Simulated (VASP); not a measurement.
Input for VASP

**POSCAR**
```
KF
1
    0.0000000000     2.5893820000     2.5893820000
    2.5893820000     0.0000000000     2.5893820000
    2.5893820000     2.5893820000     0.0000000000
K F
1 1
Direct
  0.0000000000   0.0000000000   0.0000000000
  0.5000000000   0.5000000000   0.5000000000
```

### INCAR
```
SYSTEM = KF
PREC = Accurate
ENCUT = 400
EDIFF = 1E-02
NELM = 100
ALGO = Normal
LREAL = .FALSE.
LASPH = .TRUE.
ISMEAR = 0
SIGMA = 0.01
GGA = PE
LWAVE = .FALSE.
LCHARG = .FALSE.
ISIF = 2
```

KPOINTS:
```
Automatic mesh
0
Gamma
11 11 11
0 0 0
```

POTCAR, in this order: K_sv F (PBE.64 set). Program: vasp_std.

Translate this PBE calculation to Quantum ESPRESSO's pw.x.

One equivalent input (not run):
```
&CONTROL
  calculation = 'scf'
  pseudo_dir = './pseudo'
  outdir = './out'
  tprnfor = .true.
  tstress = .true.
/
&SYSTEM
  ibrav = 0
  nat = 2
  ntyp = 2
  ecutwfc = 84
  occupations = 'smearing'
  smearing = 'gaussian'
  degauss = 0.000735
  input_dft = 'pbe'
/
&ELECTRONS
  conv_thr = 0.00073
  electron_maxstep = 100
/
ATOMIC_SPECIES
  K 39.098 K.upf
  F 18.998 F.upf
CELL_PARAMETERS angstrom
     0.0000000    2.5893820    2.5893820
     2.5893820    0.0000000    2.5893820
     2.5893820    2.5893820    0.0000000
ATOMIC_POSITIONS crystal
  K    0.0000000  0.0000000  0.0000000
  F    0.5000000  0.5000000  0.5000000
K_POINTS automatic
  11 11 11 0 0 0
```
The two are equivalent in intent, not identical: the potentials are each code's own (VASP's PAW set, PseudoDojo norm-conserving files in pw.x), so ENCUT and ecutwfc are chosen apart and not converted; conv_thr bounds pw.x's estimated SCF error, while EDIFF bounds the energy change between steps.

The structure comes from a computed database's KF entry; how it stands against other phases isn't given here. The cell was not relaxed at this level. The run is one of a series of settings (EDIFF = 1E-02 against the base run), some of them coarse on purpose.
